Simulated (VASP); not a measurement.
Consider the following.

```
CELL_PARAMETERS angstrom
      5.13572     0.00000     0.00000
      2.56786     4.44767     0.00000
      0.00000     0.00000    20.37334
ATOMIC_POSITIONS crystal
  Cu 0.00042 0.99978 0.34662
  Cu 0.49980 0.99978 0.34662
  Cu 0.00058 0.49884 0.34651
  Cu 0.50061 0.49878 0.34605
  Cu 0.16642 0.16716 0.44923
  Cu 0.66645 0.16711 0.44887
  Cu 0.16865 0.66533 0.44850
  Cu 0.66602 0.66533 0.44850
  Cu 0.83055 0.33733 0.55229
  Cu 0.33212 0.33733 0.55229
  Cu 0.83561 0.82878 0.54845
  Cu 0.33428 0.83144 0.55062
  Cu 0.98358 0.99709 0.64892
  Cu 0.51933 0.99709 0.64892
  Cu 0.01163 0.47675 0.66255
  Cu 0.48956 0.52088 0.66327
  Si 0.24438 0.01123 0.73617
```

The numbers are results of PBE GGA, VASP's PBE PAW potentials (set 64) (plane waves; VASP), not measurements. Settings: PREC = Normal, EDIFF = 1E-5, 400 eV cut-off, 6×6×1 Γ-centred mesh, first-order Methfessel-Paxton smearing of 0.10 eV, potentials Cu Si.

The ions are relaxed. What does this cell relax into?

```
CELL_PARAMETERS angstrom
      5.13572     0.00000     0.00000
      2.56786     4.44767     0.00000
      0.00000     0.00000    20.37334
ATOMIC_POSITIONS crystal
  Cu 0.00200 0.99788 0.34726
  Cu 0.50012 0.99788 0.34726
  Cu 0.00186 0.49628 0.34710
  Cu 0.50167 0.49667 0.34546
  Cu 0.16856 0.16289 0.44993
  Cu 0.66834 0.16331 0.44897
  Cu 0.17094 0.66107 0.44858
  Cu 0.66799 0.66107 0.44858
  Cu 0.83554 0.32510 0.55207
  Cu 0.33936 0.32510 0.55207
  Cu 0.83834 0.82333 0.54893
  Cu 0.34002 0.81996 0.55139
  Cu 0.00483 0.97755 0.65189
  Cu 0.51762 0.97755 0.65189
  Cu 0.00484 0.49031 0.65303
  Cu 0.50875 0.48250 0.66316
  Si 0.17922 0.14157 0.73677
```

How much energy does the relaxation gain?

The energy (σ→0) changes by -3.9 meV/atom, in 32 ionic steps.

The cell is a thin slab with vacuum, built from Cu (fcc): (111) face, Si adsorbed.
